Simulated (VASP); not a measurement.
Level of theory: PBE GGA, VASP's PBE PAW potentials (set 64) (plane waves; VASP).

Input for VASP

KPOINTS:
```
Automatic mesh
0
Gamma
4 4 4
0 0 0
```

### INCAR
```
SYSTEM = Cd4SeTe3
PREC = Accurate
ENCUT = 400
EDIFF = 1E-6
NELM = 100
ALGO = Normal
LREAL = .FALSE.
LASPH = .TRUE.
ISMEAR = 0
SIGMA = 0.05
GGA = PE
LMAXMIX = 4
LWAVE = .TRUE.
LCHARG = .FALSE.
```

POSCAR:
```
Cd4SeTe3
1
    6.5002804522     0.0000000000     0.0000000000
    0.0000000000     6.5002804522     0.0000000000
    0.0000000000     0.0000000000     6.5002804522
Cd Te Se
4 3 1
Direct
  0.0083793856   0.9916206144   0.9916206144
  0.4916206144   0.5083793856   0.9916206144
  0.4916206144   0.9916206144   0.5083793856
  0.0083793856   0.5083793856   0.5083793856
  0.2500000000   0.2500000000   0.2500000000
  0.7500000000   0.7500000000   0.2500000000
  0.7500000000   0.2500000000   0.7500000000
  0.2500000000   0.7500000000   0.7500000000
```

POTCAR, in this order: Cd Te Se (PBE.64 set). Program: vasp_std.

The resulting files:

**OSZICAR**
```
       N       E                     dE             d eps       ncg     rms          rms(c)
DAV:   1     0.412717471903E+03    0.41272E+03   -0.28650E+04   876   0.119E+03
DAV:   2     0.248648076056E+01   -0.41023E+03   -0.40355E+03   984   0.310E+02
DAV:   3    -0.206374167322E+02   -0.23124E+02   -0.23037E+02  1009   0.742E+01
DAV:   4    -0.209569619005E+02   -0.31955E+00   -0.31924E+00  1018   0.783E+00
DAV:   5    -0.209605977808E+02   -0.36359E-02   -0.36355E-02   975   0.877E-01    0.107E+01
DAV:   6    -0.198934634399E+02    0.10671E+01   -0.25089E+00   971   0.110E+01    0.860E+00
DAV:   7    -0.198454668532E+02    0.47997E-01   -0.92941E-01   906   0.363E+00    0.335E+00
DAV:   8    -0.198432513738E+02    0.22155E-02   -0.89834E-02   967   0.235E+00    0.768E-01
DAV:   9    -0.198441891975E+02   -0.93782E-03   -0.14868E-02   913   0.933E-01    0.234E-01
DAV:  10    -0.198443006293E+02   -0.11143E-03   -0.13251E-03   934   0.266E-01    0.130E-01
DAV:  11    -0.198444434721E+02   -0.14284E-03   -0.51673E-04   929   0.109E-01    0.316E-02
DAV:  12    -0.198444496061E+02   -0.61340E-05   -0.89766E-05   951   0.457E-02    0.149E-02
DAV:  13    -0.198444675636E+02   -0.17958E-04   -0.40632E-05   907   0.416E-02    0.897E-03
DAV:  14    -0.198444670055E+02    0.55814E-06   -0.10670E-05   934   0.259E-02    0.295E-03
DAV:  15    -0.198444672537E+02   -0.24818E-06   -0.27141E-06   707   0.614E-03
   1 F= -.19844467E+02 E0= -.19844467E+02  d E =-.969663E-12
```

File OUTCAR:
```
------------------------ aborting loop because EDIFF is reached ----------------------------------------
  FORCE on cell =-STRESS in cart. coord.  units (eV):
  Direction    XX          YY          ZZ          XY          YZ          ZX
  --------------------------------------------------------------------------------------
  Total        0.0935004      0.0935004      0.0935004      0.0000000      0.0000000      0.0000000
  in kB        0.5454156      0.5454156      0.5454156      0.0000000      0.0000000      0.0000000
  external PRESSURE =       0.5454156 kB  Pullay stress =       0.0000000 kB
  volume of cell :      274.66
      direct lattice vectors                 reciprocal lattice vectors
     6.500280452  0.000000000  0.000000000     0.153839516  0.000000000  0.000000000
     0.000000000  6.500280452  0.000000000     0.000000000  0.153839516  0.000000000
     0.000000000  0.000000000  6.500280452     0.000000000  0.000000000  0.153839516
 POSITION                                       TOTAL-FORCE (eV/Angst)
 -----------------------------------------------------------------------------------
      0.05447      6.44581      6.44581         0.005424     -0.005424     -0.005424
      3.19567      3.30461      6.44581        -0.005424      0.005424     -0.005424
      3.19567      6.44581      3.30461        -0.005424     -0.005424      0.005424
      0.05447      3.30461      3.30461         0.005424      0.005424      0.005424
      1.62507      1.62507      1.62507         0.000000      0.000000     -0.000000
      4.87521      4.87521      1.62507         0.000000      0.000000     -0.000000
      4.87521      1.62507      4.87521         0.000000     -0.000000     -0.000000
      1.62507      4.87521      4.87521         0.000000      0.000000     -0.000000
 -----------------------------------------------------------------------------------
    total drift:                                0.000000      0.000000     -0.000000
  FREE ENERGIE OF THE ION-ELECTRON SYSTEM (eV)
  ---------------------------------------------------
  free  energy   TOTEN  =       -19.8444672537 eV

  energy  without entropy=      -19.8444672536  energy(sigma->0) =      -19.84446725
```
(Selected blocks of OUTCAR.)

The structure was generated: Cd4SeTe3 was put into an ordered model structure (P-43m), which need not be its known phase. It was relaxed first, which changed the volume by +6 %.
